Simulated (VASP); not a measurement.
An input for Ansatz (written as the equivalent of a VASP run, and not itself run):

Ansatz 0.2 input:
```yaml
crystal:
  lattice:
    - [0.0000000, 3.0250000, 3.0250000]
    - [3.0250000, 0.0000000, 3.0250000]
    - [3.0250000, 3.0250000, 0.0000000]
  atoms:
    - { symbol: Cu, position: [0.0000000, 0.0000000, 0.0000000] }
    - { symbol: I, position: [0.2500000, 0.2500000, 0.2500000] }
kpoints:
  mp_grid: { grid: [5, 5, 5] }
hamiltonian:
  xc: pbe
  pseudopotentials: { kind: paw }
scf:
  occupations: { method: fermi_dirac, width: 0.01 }
  max_iter: 100
output: { forces: true, stress: true, eigenvalues: true }
```

### Question
Translate this input to VASP (INCAR, KPOINTS, POSCAR, choice of POTCAR).

### Answer
This is not unique; one that fits is 
POSCAR:
```
CuI
1.0
  0.0000000000   3.0250000000   3.0250000000
  3.0250000000   0.0000000000   3.0250000000
  3.0250000000   3.0250000000   0.0000000000
Cu I
1 1
Cart
  0.0000000000   0.0000000000   0.0000000000
  1.5125000000   1.5125000000   1.5125000000
```

INCAR:
```
ALGO=Normal
EDIFF=1E-6
ENCUT=300
GGA=PE
ISIF=2
ISMEAR=-1
LASPH=.True.
LCHARG=.False.
LMAXMIX=4
LREAL=.False.
LWAVE=.False.
NELM=100
PREC=Accurate
SIGMA=0.01
SYSTEM=CuI
```

**KPOINTS**
```
K-points
0
Gamma
  5 5 5
```

POTCAR, in this order: Cu I (PBE.64 set). Program: vasp_std.

The two are equivalent in intent, not identical: each code has its own PAW files, so the cut-off isn't converted (ENCUT is set for VASP's; basis.ecutwfc is left out, and Ansatz then takes the one that its files recommend); Ansatz stops its SCF on the density residual and VASP on the energy change (EDIFF).

The structure is a typed CuI crystal. The cell was not relaxed at this level.
